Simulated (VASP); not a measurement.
These are PBE GGA, VASP's PBE PAW potentials (set 64) (plane waves; VASP) values and carry that method's errors.

The input files of a VASP run:

File KPOINTS:
```
k-points along high-symmetry lines
10
Line-mode
Reciprocal
  0.000000   0.000000   0.000000 ! GAMMA
  0.000000   0.500000   0.000000 ! X

  0.000000   0.500000   0.000000 ! X
  0.500000   0.500000   0.000000 ! M

  0.500000   0.500000   0.000000 ! M
  0.000000   0.000000   0.000000 ! GAMMA

  0.000000   0.000000   0.000000 ! GAMMA
  0.000000   0.000000   0.500000 ! Z

  0.000000   0.000000   0.500000 ! Z
  0.000000   0.500000   0.500000 ! R

  0.000000   0.500000   0.500000 ! R
  0.500000   0.500000   0.500000 ! A

  0.500000   0.500000   0.500000 ! A
  0.000000   0.000000   0.500000 ! Z

  0.000000   0.500000   0.000000 ! X
  0.000000   0.500000   0.500000 ! R

  0.500000   0.500000   0.000000 ! M
  0.500000   0.500000   0.500000 ! A
```

### INCAR
```
SYSTEM = SiO2
PREC = Accurate
ENCUT = 520
EDIFF = 1E-7
NELM = 100
ALGO = Normal
LREAL = .FALSE.
LASPH = .TRUE.
ISMEAR = 0
SIGMA = 0.05
GGA = PE
LWAVE = .FALSE.
LCHARG = .FALSE.
LORBIT = 11
ICHARG = 11
```

POSCAR:
```
SiO2
1
    5.0504033152     0.0000000000     0.0000000000
    0.0000000000     5.0504033152     0.0000000000
    0.0000000000     0.0000000000     7.0400642178
Si O
4 8
Direct
  0.2983585573   0.2983585573   1.0000000000
  0.7983585573   0.2016414427   0.7500000000
  0.2016414427   0.7983585573   0.2500000000
  0.7016414427   0.7016414427   0.5000000000
  0.2399071963   0.1019418459   0.1782196483
  0.7399071963   0.3980581541   0.5717803517
  0.2600928037   0.6019418459   0.0717803517
  0.7600928037   0.8980581541   0.6782196483
  0.8980581541   0.7600928037   0.3217803517
  0.3980581541   0.7399071963   0.4282196483
  0.6019418459   0.2600928037   0.9282196483
  0.1019418459   0.2399071963   0.8217803517
```

POTCAR, in this order: Si O (PBE.64 set). Program: vasp_std. Read from the step before: CHGCAR.

The run wrote:

**OSZICAR**
```
       N       E                     dE             d eps       ncg     rms          rms(c)
DAV:   1     0.420569101366E+03    0.42057E+03   -0.32205E+04  7020   0.148E+03
DAV:   2    -0.607197490332E+02   -0.48129E+03   -0.46765E+03  9187   0.320E+02
DAV:   3    -0.943180742098E+02   -0.33598E+02   -0.33435E+02  8280   0.949E+01
DAV:   4    -0.949148905789E+02   -0.59682E+00   -0.59562E+00  8696   0.132E+01
DAV:   5    -0.949275039097E+02   -0.12613E-01   -0.12608E-01  8126   0.183E+00
DAV:   6    -0.949280147308E+02   -0.51082E-03   -0.51074E-03  9008   0.322E-01
DAV:   7    -0.949280252234E+02   -0.10493E-04   -0.10492E-04  8147   0.489E-02
DAV:   8    -0.949280256835E+02   -0.46014E-06   -0.46012E-06  8200   0.883E-03
DAV:   9    -0.949280257045E+02   -0.21000E-07   -0.20983E-07  5999   0.180E-03
   1 F= -.94928026E+02 E0= -.94928026E+02  d E =-.278948E-19
```

OUTCAR:
```
 val. band max:       -0.1608001086   @ k =   0.0000   0.0000   0.0000

 cond. band min:       5.3761262474   @ k =   0.0000   0.0000   0.0000



 k-point     1 :       0.0000    0.0000    0.0000
  band No.  band energies     occupation
      1     -19.4811      2.00000
      2     -18.6138      2.00000
      3     -18.6138      2.00000
      4     -17.4926      2.00000
      5     -17.4540      2.00000
      6     -17.4516      2.00000
      7     -17.4395      2.00000
      8     -17.4395      2.00000
      9      -9.6326      2.00000
     10      -7.5360      2.00000
     11      -7.5360      2.00000
     12      -5.8794      2.00000
     13      -5.7864      2.00000
     14      -5.7864      2.00000
     15      -5.3293      2.00000
     16      -5.1683      2.00000
     17      -3.0193      2.00000
     18      -3.0126      2.00000
     19      -3.0126      2.00000
     20      -2.4865      2.00000
     21      -2.3954      2.00000
     22      -2.1300      2.00000
     23      -1.9396      2.00000
     24      -1.8995      2.00000
     25      -1.8995      2.00000
     26      -1.4260      2.00000
     27      -1.4260      2.00000
     28      -1.3643      2.00000
     29      -0.8254      2.00000
     30      -0.4409      2.00000
     31      -0.4409      2.00000
     32      -0.1608      2.00000
     33       5.3761      0.00000
     34       8.5212      0.00000
     35       8.5212      0.00000
     36       8.8115      0.00000
     37       8.8115      0.00000
     38       9.2275      0.00000
     39       9.5901      0.00000

 k-point     2 :       0.0000    0.0556    0.0000
  band No.  band energies     occupation
      1     -19.4749      2.00000
      2     -18.6203      2.00000
      3     -18.6064      2.00000
      4     -17.4930      2.00000
      5     -17.4563      2.00000
      6     -17.4542      2.00000
      7     -17.4473      2.00000
      8     -17.4396      2.00000
      9      -9.6158      2.00000
     10      -7.5532      2.00000
...
```

The density is held fixed in this step, so its total energy and stress have no physical meaning.

The compound is SiO2 in the cristobalite structure. It was relaxed first, which changed the volume by +6 %.
